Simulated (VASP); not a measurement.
An input for Ansatz (written as the equivalent of a VASP run, and not itself run):

Ansatz 0.2 input:
```yaml
crystal:
  lattice:
    - [3.8662462, 0.0000000, 0.0000000]
    - [0.0000000, 3.8662462, 0.0000000]
    - [0.0000000, 0.0000000, 3.8662462]
  atoms:
    - { symbol: Tl, position: [0.0000000, 1.0000000, 0.0000000] }
    - { symbol: Cl, position: [0.5000000, 0.5000000, 0.5000000] }
kpoints:
  mp_grid: { grid: [6, 6, 6] }
hamiltonian:
  xc: pbe
  pseudopotentials: { kind: paw }
scf:
  occupations: { method: gaussian, width: 0.05 }
  max_iter: 100
relax:
  max_steps: 60
  f_tol: 0.01
  cell: {}
output: { forces: true, stress: true, eigenvalues: true }
```

**Question.** Translate this input to VASP (INCAR, KPOINTS, POSCAR, choice of POTCAR).

**Answer.** This is not unique; one that fits is 
KPOINTS:
```
Automatic mesh
0
Gamma
6 6 6
0 0 0
```

INCAR:
```
LMAXMIX = 4
ALGO = Normal
LREAL = .FALSE.   ! projection in real space or not
GGA = PE
ISMEAR = 0   ! Gaussian
LWAVE = .FALSE.
ISIF = 3   ! ions, shape and volume
LCHARG = .FALSE.
NELM = 100
SYSTEM = TlCl
PREC = Accurate
IBRION = 2   ! conjugate gradients
EDIFF = 1E-6   ! SCF stop (eV)
ENCUT = 400   ! plane-wave cut-off (eV)
NSW = 60   ! most ionic steps
LASPH = .TRUE.
SIGMA = 0.05   ! width (eV)
EDIFFG = -0.01   ! ionic stop
```

POSCAR:
```
TlCl
1.0
  3.8662462241   0.0000000000   0.0000000000
  0.0000000000   3.8662462241   0.0000000000
  0.0000000000   0.0000000000   3.8662462241
Tl Cl
1 1
direct
  0.0000000000   1.0000000000   0.0000000000
  0.5000000000   0.5000000000   0.5000000000
```

POTCAR, in this order: Tl_d Cl (PBE.64 set). Program: vasp_std.

Limits of the translation: each code has its own PAW files, so the cut-off isn't converted (ENCUT is set for VASP's; basis.ecutwfc is left out, and Ansatz then takes the one that its files recommend); Ansatz stops its SCF on the density residual and VASP on the energy change (EDIFF).

The structure was generated: TlCl was put into the CsCl type type (Pm-3m), which need not be its known phase. This run relaxes it. Symmetry was kept, so distortions that lower it aren't found. The start is the result of an earlier pass.
